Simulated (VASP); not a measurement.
# NiW7S16 (a cell with a defect) in VASP: notebook

The runs below take NiW7S16 (a cell with a defect) through single point, with PBEsol+U.

Program: VASP 6.6.1. These are calculated values, not measurements. Logs are shortened: lines on timing, memory, paths and dates and some standing lists are left out, and cuts for length are marked.

### 1 Starting point

The cell holds a defect, 24 atoms: a = 6.306 Å, b = 6.306 Å, c = 12.323 Å, α = 90.00°, β = 90.00°, γ = 120.00°.

### 2 Single point, PBEsol+U, collinear spin, zero start

INCAR

```
PREC     = Accurate       # precision mode
ENCUT    = 350            # plane-wave cutoff, eV
EDIFF    = 1E-5           # SCF threshold, eV
ISMEAR   = 0              # smearing method
SIGMA    = 0.03           # smearing width, eV
LREAL    = Auto         
LASPH    = T              # aspherical terms in the spheres
NELM     = 120            # most SCF steps
ALGO     = Normal         # electronic algorithm
ISIF     = 2              # what is computed and relaxed
LWAVE    = F              # write WAVECAR
LCHARG   = F              # write CHGCAR
ISPIN    = 2              # spin polarisation
MAGMOM   = 0 0 0 0 0 0 0 0 0 0 0 0 0 0 0 0 0 0 0 0 0 0 0 0 # initial moments
LORBIT   = 11             # projections on sites
NUPDOWN  = 0              # fixed moment
LMAXMIX  = 4              # l up to which the mixer works
LDAU     = T              # DFT+U
LDAUTYPE = 2            
LDAUL    = 2 -1 -1        # shell
LDAUU    = 5 0 0          # U, eV
LDAUJ    = 0 0 0        
LDAUPRINT= 1            
GGA      = PS             # functional
ISYM     = 0            
KPAR     = 4
```

KPOINTS

```
Automatic mesh
0
Gamma
  4 4 2
```

POSCAR

```
NiW7S16                                 
1.0
    6.3064000000      0.0000000000      0.0000000000
   -3.1532000000      5.4615026064      0.0000000000
    0.0000000000      0.0000000000     12.3230000000
  Ni              W               S             
     1     7    16
Direct
     0.2447438283285442    0.3701069694036937    0.2705297780254624
     0.1565471746507480    0.8299628204729782    0.2486667267556939
     0.6647987616639327    0.3307005473818924    0.2456303745127076
     0.6638899936053463    0.8375101003240603    0.2451509068378179
     0.3319942620185986    0.1666918586236412    0.7492220522574804
     0.3319198792350510    0.6662157970687760    0.7492222658594027
     0.8318057625278061    0.1663970649556968    0.7496646237081126
     0.8318985173940266    0.6664601287191970    0.7494243104988026
     0.1648659995052557    0.3329007369573956    0.6223110640121976
     0.1651516364567238    0.8330639251428494    0.6225140928273433
     0.6658903389900516    0.3331989753147603    0.6224651384598835
     0.6657490073505556    0.8336492954535875    0.6224332877155394
     0.3049514401799407    0.1725844323911896    0.1350134396756923
     0.3009918622765499    0.6293102032398395    0.1362150842256737
     0.7786569219207016    0.1404870531860575    0.1088252164632955
     0.8222992816152324    0.6630447768036991    0.1198772762241386
     0.1652736162178018    0.3330976543042639    0.8762875993924016
     0.1657799510393163    0.8333709271317973    0.8765261589026847
     0.6648126042216852    0.3333129100013841    0.8763884322926485
     0.6647098038595930    0.8324756791080302    0.8764117591909575
     0.3519417271590280    0.1649392001390468    0.3787824827751611
     0.3496504245874413    0.6847716259132085    0.3779309909488305
     0.8798161532273068    0.1910460252513059    0.3575110607169192
     0.8291670519687570    0.6667782927116473    0.3736668777211449
```

Potentials or basis: VASP PAW PBE potentials, release 64 (Ni, W_sv, S).

Launch:

```console
> cat potpaw_PBE.64/Ni/POTCAR potpaw_PBE.64/W_sv/POTCAR potpaw_PBE.64/S/POTCAR > POTCAR
> mpirun -np 4 vasp_std > vasp.out
```

OUTCAR:

```text
PREC = Accurate
   ENCUT = 350
   EDIFF = 1E-5
   ISMEAR = 0
   LREAL = Auto
   LASPH = T
   NELM = 120
   ISIF = 2
   ISPIN = 2
   LORBIT = 11
   NUPDOWN = 0
   GGA = PS
   ISYM = 0

 ion  position               nearest neighbor table
   1  0.245  0.370  0.271-  21 2.19  22 2.19  14 2.23  13 2.23  23 2.26   3 2.80   4 2.83   2 3.18
                             2 3.23
   2  0.157  0.830  0.249-  13 2.34  14 2.35  24 2.36  16 2.42  21 2.44  22 2.44   3 3.13   4 3.13
                             4 3.18   1 3.18   3 3.18   1 3.23
   3  0.665  0.331  0.246-  21 2.37  15 2.38  16 2.39  23 2.39  13 2.40  24 2.42   1 2.80   4 3.11
                             2 3.13   2 3.18   4 3.20
   4  0.664  0.838  0.245-  15 2.37  22 2.37  16 2.39  23 2.39  14 2.40  24 2.42   1 2.83   3 3.11
                             2 3.13   2 3.18   3 3.20
   5  0.332  0.167  0.749-  10 2.40  19 2.40   9 2.40  17 2.40  11 2.40  18 2.40   6 3.15   8 3.15
                             7 3.15   7 3.15   8 3.15   6 3.16
   6  0.332  0.666  0.749-  10 2.40   9 2.40  20 2.40  17 2.40  12 2.40  18 2.40   5 3.15   8 3.15
                             7 3.15   7 3.15   8 3.15   5 3.16
   7  0.832  0.166  0.750-  17 2.40  11 2.40  12 2.40  19 2.40  20 2.40   9 2.40   5 3.15   6 3.15
                             8 3.15   8 3.15   6 3.15   5 3.15
   8  0.832  0.666  0.749-  19 2.40  10 2.40  20 2.40  11 2.40  12 2.40  18 2.40   5 3.15   6 3.15
                             7 3.15   7 3.15   6 3.15   5 3.15
   9  0.165  0.333  0.622-   6 2.40   5 2.40   7 2.40
  10  0.165  0.833  0.623-   6 2.40   5 2.40   8 2.40
  11  0.666  0.333  0.622-   7 2.40   8 2.40   5 2.40
  12  0.666  0.834  0.622-   7 2.40   8 2.40   6 2.40
  13  0.305  0.173  0.135-   1 2.23   2 2.34   3 2.40
  14  0.301  0.629  0.136-   1 2.23   2 2.35   4 2.40
  15  0.779  0.140  0.109-   4 2.37   3 2.38
  16  0.822  0.663  0.120-   4 2.39   3 2.39   2 2.42
  17  0.165  0.333  0.876-   7 2.40   6 2.40   5 2.40
  18  0.166  0.833  0.877-   6 2.40   5 2.40   8 2.40
  19  0.665  0.333  0.876-   8 2.40   5 2.40   7 2.40
  20  0.665  0.832  0.876-   6 2.40   8 2.40   7 2.40
  21  0.352  0.165  0.379-   1 2.19   3 2.37   2 2.44
  22  0.350  0.685  0.378-   1 2.19   4 2.37   2 2.44
  23  0.880  0.191  0.358-   1 2.26   4 2.39   3 2.39
  24  0.829  0.667  0.374-   2 2.36   3 2.42   4 2.42

IMPORTANT INFORMATION: All symmetrisations will be switched off!
NOSYMM: (Re-)initialisation of all symmetry stuff for point group C_1.

----------------------------------------------------------------------------------------

                                     Primitive cell

  volume of cell :     424.4339

  direct lattice vectors                    reciprocal lattice vectors
     6.306400000  0.000000000  0.000000000     0.158569073  0.091549897  0.000000000
    -3.153200000  5.461502606  0.000000000     0.000000000  0.183099794  0.000000000
     0.000000000  0.000000000 12.323000000     0.000000000  0.000000000  0.081149071

  length of vectors
     6.306400000  6.306400000 12.323000000     0.183099794  0.183099794  0.081149071

  position of ions in fractional coordinates (direct lattice)
     0.244743828  0.370106969  0.270529778
     0.156547175  0.829962820  0.248666727
     0.664798762  0.330700547  0.245630375
     0.663889994  0.837510100  0.245150907
     0.331994262  0.166691859  0.749222052
     0.331919879  0.666215797  0.749222266
[... 16 lines left out ...]
     0.879816153  0.191046025  0.357511061
     0.829167052  0.666778293  0.373666878

  ion indices of the primitive-cell ions
   primitive index   ion index
                 1           1
                 2           2
                 3           3
                 4           4
                 5           5
                 6           6
[... 16 lines left out ...]
                23          23
                24          24

----------------------------------------------------------------------------------------

 KPOINTS: Automatic mesh

Automatic generation of k-mesh.
 Grid dimensions read from file:
 generate k-points for:    4    4    2

[... 93 lines left out ...]
 spin polarized calculation
 Gauss-broadening in eV      SIGMA  =   0.03
  energy-cutoff  :      350.00
  volume of cell :      424.43
 maximum number of plane-waves:      6374
 NGX is ok and might be reduce to    40
   NGX = 19   NGY = 19   NGZ = 37

 number of electron     204.0000003 magnetization      -0.0000000

atom =   1  type =  1  l = 2

 onsite density matrix

spin component  1

  0.8779  0.0177  0.0494  0.0457 -0.0472
  0.0177  0.7618 -0.0130  0.0932  0.0267
  0.0494 -0.0130  0.9082 -0.0229  0.0284
  0.0457  0.0932 -0.0229  0.8670  0.0203
 -0.0472  0.0267  0.0284  0.0203  0.9191

spin component  2

  0.8779  0.0177  0.0494  0.0457 -0.0472
  0.0177  0.7618 -0.0130  0.0932  0.0267
  0.0494 -0.0130  0.9082 -0.0229  0.0284
  0.0457  0.0932 -0.0229  0.8670  0.0203
 -0.0472  0.0267  0.0284  0.0203  0.9191

 occupancies and eigenvectors

  o =  0.7065  v =  0.0000  0.0000  0.0000  0.0000  0.0000 -0.0307 -0.8623  0.0016  0.5027  0.0534      0.0000  0.0000  0.0000  0.0000  0.0000  0.0000  0.0000  0.0000  0.0000  0.0000
  o =  0.7065  v = -0.0307 -0.8623  0.0016  0.5027  0.0534  0.0000  0.0000  0.0000  0.0000  0.0000      0.0000  0.0000  0.0000  0.0000  0.0000  0.0000  0.0000  0.0000  0.0000  0.0000
  o =  0.7842  v =  0.0000  0.0000  0.0000  0.0000  0.0000  0.6661 -0.2087 -0.4509 -0.3610  0.4232      0.0000  0.0000  0.0000  0.0000  0.0000  0.0000  0.0000  0.0000  0.0000  0.0000
  o =  0.7842  v =  0.6661 -0.2087 -0.4509 -0.3610  0.4232  0.0000  0.0000  0.0000  0.0000  0.0000      0.0000  0.0000  0.0000  0.0000  0.0000  0.0000  0.0000  0.0000  0.0000  0.0000
  o =  0.9383  v =  0.0000  0.0000  0.0000  0.0000  0.0000  0.1164 -0.1947  0.8475 -0.3629  0.3142      0.0000  0.0000  0.0000  0.0000  0.0000  0.0000  0.0000  0.0000  0.0000  0.0000
  o =  0.9383  v =  0.1164 -0.1947  0.8475 -0.3629  0.3142  0.0000  0.0000  0.0000  0.0000  0.0000      0.0000  0.0000  0.0000  0.0000  0.0000  0.0000  0.0000  0.0000  0.0000  0.0000
  o =  0.9509  v =  0.0000  0.0000  0.0000  0.0000  0.0000 -0.3382  0.2494 -0.0743  0.3174  0.8469      0.0000  0.0000  0.0000  0.0000  0.0000  0.0000  0.0000  0.0000  0.0000  0.0000
  o =  0.9509  v = -0.3382  0.2494 -0.0743  0.3174  0.8469  0.0000  0.0000  0.0000  0.0000  0.0000      0.0000  0.0000  0.0000  0.0000  0.0000  0.0000  0.0000  0.0000  0.0000  0.0000
  o =  0.9541  v =  0.0000  0.0000  0.0000  0.0000  0.0000  0.6538  0.3359  0.2701  0.6202 -0.0466      0.0000  0.0000  0.0000  0.0000  0.0000  0.0000  0.0000  0.0000  0.0000  0.0000
  o =  0.9541  v =  0.6538  0.3359  0.2701  0.6202 -0.0465  0.0000  0.0000  0.0000  0.0000  0.0000      0.0000  0.0000  0.0000  0.0000  0.0000  0.0000  0.0000  0.0000  0.0000  0.0000

 number of electron     204.0000003 magnetization       0.0000000

 Free energy of the ion-electron system (eV)
  ---------------------------------------------------
  ext. energy  EPLUGINS =         0.00000000
  ---------------------------------------------------
  free energy    TOTEN  =      -187.50482068 eV

  energy without entropy =     -187.50010742  energy(sigma->0) =     -187.50246405

 E-fermi :   6.9257     XC(G=0): -11.0232

 val. band max:        6.9220642162   @ k =   0.5000  -0.0000   0.0000
 cond. band min:       6.9520840449   @ k =   0.2500  -0.0000   0.5000
 fundamental gap:      0.0300198287
 Fermi energy:         6.9256991284

 spin component 1

 k-point     1 :       0.0000    0.0000    0.0000
  band No.  band energies     occupation
      1     -67.6215      1.00000
      2     -67.4697      1.00000
      3     -67.4398      1.00000
      4     -67.3969      1.00000
      5     -67.3793      1.00000
      6     -67.3787      1.00000
[... 2329 lines left out ...]
    113       9.2626      0.00000
    114       9.2843      0.00000
 Fermi energy:         6.9257000112

 spin component 2

 k-point     1 :       0.0000    0.0000    0.0000
  band No.  band energies     occupation
      1     -67.6215      1.00000
      2     -67.4697      1.00000
      3     -67.4398      1.00000
      4     -67.3969      1.00000
      5     -67.3793      1.00000
      6     -67.3787      1.00000
[... 2329 lines left out ...]
    113       9.2626      0.00000
    114       9.2843      0.00000
 [bands above 114 left out]

------------------------ aborting loop because EDIFF is reached ----------------------------------------

  FORCE on cell =-STRESS in cart. coord.  units (eV):
  Direction    XX          YY          ZZ          XY          YZ          ZX
  --------------------------------------------------------------------------------------
  -------------------------------------------------------------------------------------
  Total        2.8515421      0.5125260      1.0958124      0.7789729      0.3399245      0.6824040
  in kB       10.7641630      1.9347120      4.1365350      2.9405112      1.2831663      2.5759772
  external PRESSURE =       5.6118033 kB  Pullay stress =       0.0000000 kB

 VOLUME and BASIS-vectors are now :
 -----------------------------------------------------------------------------
  energy-cutoff  :      350.00
  volume of cell :      424.43
      direct lattice vectors                 reciprocal lattice vectors
     6.306400000  0.000000000  0.000000000     0.158569073  0.091549897  0.000000000
    -3.153200000  5.461502606  0.000000000     0.000000000  0.183099794  0.000000000
     0.000000000  0.000000000 12.323000000     0.000000000  0.000000000  0.081149071

 POSITION                                       TOTAL-FORCE (eV/Angst)
 -----------------------------------------------------------------------------------
      0.37643      2.02134      3.33374        -0.010660     -0.005022     -0.079953
     -1.62979      4.53284      3.06432        -0.055679      0.006247     -0.143181
      3.14972      1.80612      3.02690        -0.024541     -0.016763      0.009611
      1.54592      4.57406      3.02099        -0.035774     -0.012892      0.030549
      1.56808      0.91039      9.23266         0.005087     -0.003786      0.019555
     -0.00749      3.63854      9.23267         0.002691      0.009890      0.021292
[... 16 lines left out ...]
      4.94607      1.04340      4.40561        -0.011744     -0.007039     -0.001555
      3.12657      3.64161      4.60470         0.042629      0.035324      0.006737
 -----------------------------------------------------------------------------------
    total drift:                               -0.003694      0.002635      0.011681

  FREE ENERGIE OF THE ION-ELECTRON SYSTEM (eV)
  ---------------------------------------------------
  free  energy   TOTEN  =      -187.5048206764 eV

  energy  without entropy=     -187.5001074189  energy(sigma->0) =     -187.50246405

 total charge

# of ion       s       p       d       tot
------------------------------------------
    1        0.457   0.638   8.629   9.724
    2        2.345   6.337   3.390  12.071
    3        2.339   6.341   3.403  12.083
    4        2.340   6.340   3.401  12.081
    5        2.326   6.338   3.414  12.077
    6        2.326   6.338   3.414  12.077
[... 16 lines left out ...]
   23        1.354   2.324   0.000   3.678
   24        1.356   2.335   0.000   3.692
--------------------------------------------------
tot         38.485  82.329  32.480 153.294

 magnetization (x)

# of ion       s       p       d       tot
------------------------------------------
    1        0.000   0.000   0.000   0.000
    2       -0.000  -0.000  -0.000  -0.000
    3        0.000  -0.000  -0.000  -0.000
    4        0.000   0.000  -0.000  -0.000
    5        0.000   0.000  -0.000   0.000
    6        0.000   0.000   0.000   0.000
[... 16 lines left out ...]
   23        0.000  -0.000   0.000  -0.000
   24        0.000   0.000   0.000   0.000
--------------------------------------------------
tot          0.000  -0.000   0.000   0.000
```

Wall time 8.7 min (4 MPI ranks of AMD EPYC 9R45 (Zen 5), shared host); peak memory 0.9 GiB.

What came out:

```yaml
Free_energy: -187.5048 eV
Pressure: 0.6 GPa
Largest_force: 0.154 eV/Å
Net_moment: 0.00 μB per cell
Valence_electrons_inside_the_program's_atomic_spheres: Ni 9.72; W 12.07, 12.08; S 3.70, 3.67, 3.68, 3.69
```

Forces in eV/Å, atoms in the order of the input:
```
Ni  -0.011 -0.005 -0.080
W   -0.056  0.006 -0.143
W   -0.025 -0.017  0.010
W   -0.036 -0.013  0.031
W    0.005 -0.004  0.020
W    0.003  0.010  0.021
W   -0.004 -0.008  0.018
W   -0.004  0.004  0.011
S    0.006  0.003 -0.008
S    0.002  0.001 -0.004
S   -0.002 -0.001 -0.014
S    0.000  0.000 -0.009
S    0.010 -0.038  0.094
S   -0.020  0.009  0.113
S   -0.006  0.004 -0.050
S    0.008  0.010  0.011
S    0.005  0.005 -0.009
S    0.000 -0.001 -0.016
S   -0.001  0.003 -0.015
S    0.004 -0.002 -0.018
S    0.084 -0.061  0.037
S    0.008  0.066 -0.005
S   -0.012 -0.007 -0.002
S    0.043  0.035  0.007
```

Eigenvalues of the final occupation matrices:
```csv
site,spin,trace,eigenvalues
site 1 d,1,4.33,0.71 0.78 0.94 0.95 0.95
site 1 d,2,4.33,0.71 0.78 0.94 0.95 0.95
```

Caveat: the PAW data sets were made with another functional, which shifts forces and pressure a little; the total moment is fixed, so each spin has its own Fermi level. The state reached can hang on the start; a lower one may exist.

### 3 Single point, PBEsol+U, collinear spin, ferromagnetic start

Edit INCAR of step 2 so:

```diff
@@ -13,5 +13,5 @@
 ISPIN    = 2              # spin polarisation
-MAGMOM   = 0 0 0 0 0 0 0 0 0 0 0 0 0 0 0 0 0 0 0 0 0 0 0 0 # initial moments
+MAGMOM   = 4 0 0 0 0 0 0 0 0 0 0 0 0 0 0 0 0 0 0 0 0 0 0 0 # initial moments
 LORBIT   = 11             # projections on sites
-NUPDOWN  = 0              # fixed moment
+NUPDOWN  = 4              # fixed moment
 LMAXMIX  = 4              # l up to which the mixer works
```

KPOINTS

```
Automatic mesh
0
Gamma
  3 3 2
```

POSCAR is that of step 2.

Potentials or basis: VASP PAW PBE potentials, release 64 (Ni, W_sv, S).

Launch:

```console
> cat potpaw_PBE.64/Ni/POTCAR potpaw_PBE.64/W_sv/POTCAR potpaw_PBE.64/S/POTCAR > POTCAR
> mpirun -np 4 vasp_std > vasp.out
```

Run time: 7 min. Hardware: 4 MPI ranks of AMD EPYC 9R45 (Zen 5), shared host; peak memory 0.66 GiB.

It converged, with:

| Quantity | Value |
| --- | --- |
| Free energy | -186.4068 eV |
| Pressure | 1.5 GPa |
| Largest force | 0.927 eV/Å |
| Net moment | 4.00 μB per cell |
| Site moments | Ni +0.98; W +0.42, +0.34, +0.03, +0.04; S +0.01, +0.00, +0.11, +0.10, +0.28, +0.02, +0.08, +0.09, +0.03 μB |
| Valence electrons inside the program's atomic spheres | Ni 9.69; W 12.08, 12.09; S 3.70, 3.69, 3.65, 3.68 |

Forces on the atoms (eV/Å):
```
Ni  -0.392 -0.165 -0.061
W    0.458  0.172  0.413
W   -0.099 -0.070  0.154
W   -0.084 -0.226  0.202
W    0.001 -0.031  0.024
W   -0.023  0.020  0.023
W    0.006  0.000  0.006
W    0.036  0.028  0.008
S    0.006  0.002 -0.006
S   -0.002 -0.002 -0.023
S   -0.011  0.000 -0.020
S   -0.002 -0.008 -0.014
S    0.276 -0.368 -0.769
S   -0.188  0.499 -0.758
S    0.370  0.257 -0.211
S    0.215  0.124 -0.014
S    0.004  0.002  0.009
S   -0.001 -0.001 -0.009
S    0.000 -0.021 -0.009
S   -0.016  0.011 -0.012
S    0.116 -0.455  0.483
S   -0.367  0.393  0.491
S   -0.357 -0.193  0.131
S    0.054  0.032 -0.039
```

Stress tensor (GPa, compression positive):
```
 1.34 -0.11 -0.58
-0.11  1.36 -0.34
-0.58 -0.34  1.76
```

Eigenvalues of the final occupation matrices:
| site | spin | trace | eigenvalues |
| --- | --- | --- | --- |
| site 1 d | 1 | 4.78 | 0.93 0.95 0.96 0.97 0.97 |
| site 1 d | 2 | 3.85 | 0.52 0.60 0.89 0.90 0.94 |

Caveat: the k mesh is coarse (spacing up to 0.38 Å⁻¹), so the values aren't converged; the PAW data sets were made with another functional, which shifts forces and pressure a little; the total moment is fixed, so each spin has its own Fermi level. The state reached can hang on the start; a lower one may exist.
